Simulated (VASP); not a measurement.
Input:

```yaml
crystal:
  lattice:
    - [0.00000, 2.16456, 2.16456]
    - [2.16456, 0.00000, 2.16456]
    - [2.16456, 2.16456, 0.00000]
  atoms:
    - { symbol: Al, position: [0.00000, 0.00000, 0.00000] }
    - { symbol: N, position: [0.25000, 0.25000, 0.25000] }
```

Level of theory: revPBE GGA, VASP's PBE PAW potentials (set 64) (plane waves; VASP). Settings: 520 eV cut-off, 10×10×10 Γ-centred mesh, Gaussian smearing of 0.050 eV, potentials Al N.

**Question.** Give the stress tensor in GPa (positive for a compressed cell).

**Answer.** 
```
13.17   0.00   0.00
 0.00  13.17   0.00
 0.00   0.00  13.17
```
The pressure is its mean diagonal, 13.17 GPa.

The compound is AlN in the zinc blende structure, a metastable form; wurtzite is the usual one. This cell is one point of a volume scan, at 0.94 of the reference volume.
